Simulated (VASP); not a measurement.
**Rh under biaxial strain in the (001) plane**

How do stress and energy of Rh follow biaxial strain in the (001) plane?

Calculated with VASP 6.6.1; PBEsol; plane waves and PAW (Rh_pv), in the first sound run; inputs show where later runs differ.

### 1. The structure

Symmetry: Fm-3m, No. 225, cubic system. Conventional cell: a = 3.800 Å, b = 3.800 Å, c = 3.800 Å, α = 90.00°, β = 90.00°, γ = 90.00°. Nearest to Rh lie 12 Rh at 2.69 Å.

### 2. Relax the crystal, PBEsol

The series starts from the cell that this level prefers, so that zero strain is near zero stress.

This step took 2 runs in a row; the last is shown.

Level: PBEsol; plane waves and PAW (Rh_pv).

Input file INCAR:

```
SYSTEM = Rh
PREC = Accurate
ENCUT = 450
EDIFF = 1E-07
NELM = 120
ISMEAR = 1
SIGMA = 0.15
LREAL = .FALSE.
ALGO = Normal
GGA = PS
NBANDS = 13
LASPH = .TRUE.
LORBIT = 11
LWAVE = .FALSE.
LCHARG = .FALSE.
KPAR = 8
IBRION = 2
NSW = 40
ISIF = 3
EDIFFG = -0.005
POTIM = 0.4
```

Input file POSCAR:

```
Rh
1.0
    0.0000000000      1.8895210939      1.8895210939
    1.8895210939      0.0000000000      1.8895210939
    1.8895210939      1.8895210939      0.0000000000
Rh
1
Direct
    0.0000000000      0.0000000000      0.0000000000
```

Input file KPOINTS:

```
Automatic mesh
0
Gamma
27 27 27
0 0 0
```

The projector-augmented-wave data sets are Rh_pv (PBE family, release 64).

The run is started by

```bash
> mpirun -np 8 vasp_std
```

Log:

```text
[banner, memory and clock lines left out]
running    8 mpi-ranks, on    1 nodes
[...]
|                                                                             |
|           W    W    AA    RRRRR   N    N  II  N    N   GGGG   !!!           |
|           W    W   A  A   R    R  NN   N  II  NN   N  G    G  !!!           |
|           W    W  A    A  R    R  N N  N  II  N N  N  G       !!!           |
|           W WW W  AAAAAA  RRRRR   N  N N  II  N  N N  G  GGG   !            |
|           WW  WW  A    A  R   R   N   NN  II  N   NN  G    G                |
|           W    W  A    A  R    R  N    N  II  N    N   GGGG   !!!           |
|                                                                             |
|     For optimal performance we recommend to set                             |
|       NCORE = 2 up to number-of-cores-per-socket                            |
|     NCORE specifies how many cores store one orbital (NPAR=cpu/NCORE).      |
|     This setting can greatly improve the performance of VASP for DFT.       |
[...]
DAV:   2    -0.813822036858E+01    0.17098E-03   -0.34208E-04 14975   0.260E-01    0.158E-02
DAV:   3    -0.813821964850E+01    0.72008E-06   -0.44605E-06 16635   0.266E-02    0.892E-03
DAV:   4    -0.813822133132E+01   -0.16828E-05   -0.11474E-06 15315   0.127E-02    0.662E-04
DAV:   5    -0.813822126267E+01    0.68649E-07   -0.22624E-08 11080   0.219E-03
   2 F= -.81382213E+01 E0= -.81385719E+01  d E =0.153228E-05
 trial-energy change:    0.000002  1 .order    0.000002   -0.000005    0.000009
 step:   0.4062(harm=  0.3516)  dis= 0.00000  next Energy=    -8.138224 (dE=-0.102E-05)
[...]
N       E                     dE             d eps       ncg     rms          rms(c)
DAV:   1    -0.813828417750E+01   -0.62846E-04   -0.79021E-04 14980   0.422E-01    0.564E-02
DAV:   2    -0.813822544212E+01    0.58735E-04   -0.12057E-04 14925   0.154E-01    0.946E-03
DAV:   3    -0.813822445934E+01    0.98279E-06   -0.15658E-06 16445   0.158E-02    0.531E-03
DAV:   4    -0.813822378384E+01    0.67550E-06   -0.40300E-07 15340   0.750E-03    0.390E-04
DAV:   5    -0.813822381835E+01   -0.34512E-07   -0.78570E-09  8615   0.129E-03
   3 F= -.81382238E+01 E0= -.81385744E+01  d E =-.102339E-05
[...]
reached required accuracy - stopping structural energy minimisation
```

Elapsed: 22 s, on 8 MPI ranks of AMD EPYC 7R43, shared host; peak memory 1.2 GiB.

The logs omit lines about the potential files and the build; timing stands in the text.

From OUTCAR (step 2):

```text
  Total        0.0009527      0.0009527      0.0009527      0.0000000      0.0000000     -0.0000000
  in kB        0.1131610      0.1131610      0.1131610      0.0000000      0.0000000     -0.0000000
  external PRESSURE =       0.1131610 kB  Pullay stress =       0.0000000 kB

 POSITION                                       TOTAL-FORCE (eV/Angst)
 -----------------------------------------------------------------------------------
     -0.00000      0.00000      0.00000        -0.000000     -0.000000      0.000000
 -----------------------------------------------------------------------------------
    total drift:                                0.000000     -0.000000      0.000000

  FREE ENERGIE OF THE ION-ELECTRON SYSTEM (eV)
  ---------------------------------------------------
  free  energy   TOTEN  =        -8.1382238183 eV

  energy  without entropy=       -8.1392757058  energy(sigma->0) =       -8.13857445

 reached required accuracy - stopping structural energy minimisation

[... 3 further parts left out ...]
[key lines of the parts left out:]
E-fermi :  12.1087
```

This run gave:

| Quantity | Value |
| --- | --- |
| energy(sigma→0) of the program | -8.1386 eV |
| stress, compression positive | xx, yy, zz 0.01, 0.01, 0.01 GPa |
| volume | 13.488 Å³ |
| ionic steps | 3 |

### 3. Strain along the normal, PBEsol

One member in full: the plane is strained by 0.5 %, and the strain along the normal is moved by secant steps until the normal stress is under 0.012 GPa or five steps are spent; the atoms relax at each step.

This step took 3 runs, each at a new trial strain with the atoms of the one before; the last is shown.

Level: PBEsol; plane waves and PAW (Rh_pv).

INCAR, as its differences from that of step 2:

```diff
@@ -15,7 +15,7 @@
 LCHARG = .FALSE.
-KPAR = 8
-IBRION = 2
-NSW = 40
-ISIF = 3
-EDIFFG = -0.005
-POTIM = 0.4
+KPAR = 2
+IBRION = 1
+NSW = 25
+ISIF = 2
+EDIFFG = -0.004
+POTIM = 0.3
```

Input file POSCAR:

```
Rh
1.0
    0.0000000000      1.8987756750      1.8811571730
    1.8987756750      0.0000000000      1.8811571730
    1.8987756750      1.8987756750      0.0000000000
Rh
1
Direct
    0.0000000000      0.0000000000      0.0000000000
```

KPOINTS is that of step 2.

The run is started by

```bash
> mpirun -np 2 vasp_std
```

Log:

```text
[banner, memory and clock lines left out]
running    2 mpi-ranks, on    1 nodes
[...]
[... a notice as in an earlier step ...]

 LDA part: xc-table for (Slater+PW92), standard interpolation
 POSCAR, INCAR and KPOINTS ok, starting setup
[...]
entering main loop
       N       E                     dE             d eps       ncg     rms          rms(c)
DAV:   1     0.107553630212E+03    0.10755E+03   -0.82627E+03 38454   0.111E+03
DAV:   2    -0.741305649853E+01   -0.11497E+03   -0.11007E+03 40760   0.335E+02
DAV:   3    -0.876513496363E+01   -0.13521E+01   -0.13496E+01 45220   0.405E+01
DAV:   4    -0.877141453172E+01   -0.62796E-02   -0.62785E-02 44229   0.283E+00
[...]
DAV:  10    -0.813730070013E+01   -0.45301E-05   -0.11419E-05 44963   0.418E-02    0.759E-03
DAV:  11    -0.813730080209E+01   -0.10196E-06   -0.18286E-06 44380   0.169E-02    0.419E-04
DAV:  12    -0.813730070854E+01    0.93551E-07   -0.10122E-08 32090   0.143E-03
   1 F= -.81373007E+01 E0= -.81376506E+01  d E =-.813730E+01
 BRION: g(F)=  0.176E-62 g(S)=  0.000E+00
 reached required accuracy - stopping structural energy minimisation
```

Run time: 94 s. Hardware: 2 MPI ranks; peak memory 0.52 GiB.

Parts of OUTCAR (step 3):

```text
  Total       -0.2058836     -0.2058836     -0.0003884      0.0000000      0.0000000      0.0000000
  in kB      -24.3181187    -24.3181187     -0.0458787      0.0000000      0.0000000      0.0000000
  external PRESSURE =     -16.2273720 kB  Pullay stress =       0.0000000 kB

 POSITION                                       TOTAL-FORCE (eV/Angst)
 -----------------------------------------------------------------------------------
      0.00000      0.00000      0.00000         0.000000     -0.000000      0.000000
 -----------------------------------------------------------------------------------
    total drift:                                0.000000     -0.000000      0.000000

  FREE ENERGIE OF THE ION-ELECTRON SYSTEM (eV)
  ---------------------------------------------------
  free  energy   TOTEN  =        -8.1373007085 eV

  energy  without entropy=       -8.1383505263  energy(sigma->0) =       -8.13765065

[... 1 part as in an earlier step ...]

[... 3 further parts left out ...]
[key lines of the parts left out:]
E-fermi :  12.0028
```

Numbers from this step:

| Property | Result |
| --- | --- |
| energy(sigma→0) of the program | -8.1377 eV |
| stress, compression positive | xx, yy, zz -2.43, -2.43, 0.00 GPa |
| ionic steps | 1 |

### 4. All members

The other members went through these steps as far as the tables show, with the same cutoff and, step by step, the same mesh; 33 runs are not shown. The session took 1.8 core hours (wall time by ranks) on a shared machine.

| in-plane strain (%) | strain along the normal (%) | in-plane stress, tension positive (GPa) | energy above the unstrained row, extrapolated to no smearing (meV/atom) |
| --- | --- | --- | --- |
| -2.000 | 1.792 | -11.089 | 18.498 |
| -1.500 | 1.337 | ? | ? |
| -1.000 | 0.888 | -5.272 | 4.604 |
| -0.500 | 0.444 | -2.575 | 1.194 |
| 0 | 0.003 | -0.008 | 0.000 |
| 0.500 | -0.433 | 2.432 | 0.920 |
| 1.000 | -0.867 | 4.746 | 3.821 |
| 1.500 | -1.298 | 6.930 | 8.640 |
| 2.000 | -1.730 | 8.988 | 15.260 |

### 5. Stress from the known rows

Fitting a parabola to the 8 known rows (e: strain in %) gives stress = − 0.2612 e² + 5.017 e − 0.005262 in GPa; the residuals are 0.0056 GPa r.m.s.

At e = -1.5 this predicts -8.118 GPa.

### 6. Prediction against calculation

The calculation gives -8.113 GPa, so the prediction is 0.005 GPa too low, within twice the residual of the fit.

Slopes at zero strain, from cubics through all rows: strain ratio -0.876, stress over strain 501 GPa.

### 7. What came out

- error of the predicted stress: -0.005 GPa
- ratio of normal to in-plane strain: -0.876
- biaxial modulus: 501 GPa

**Reading.** As a check, the curvature of the energy gives 501 GPa for the same modulus (energy per volume = M × strain²), 0 % from the slope of the stress. The energy also has a linear term worth 0.15 GPa that the stress column lacks, a mark of the finite basis or of the smearing. These are static values: temperature and zero-point motion are left out. In a metal the slopes also depend on mesh and smearing, which were held through the series.

[Lines on the potential files, build, host, timing and source positions are cut from VASP's logs without a mark.]

[Logs are printed without paths, hosts, clocks, repeated set-up lines and the standing remarks that a program may print on its own settings, such as how far it seeks lower states.]

[Hosts, paths, dates, database ids (printed as entryN), source tags and the programs' standing remarks are cut or masked in the printed files.]

[In band tables of VASP the shares of atoms and orbitals are scaled to a sum of 1 inside the atoms' spheres.]
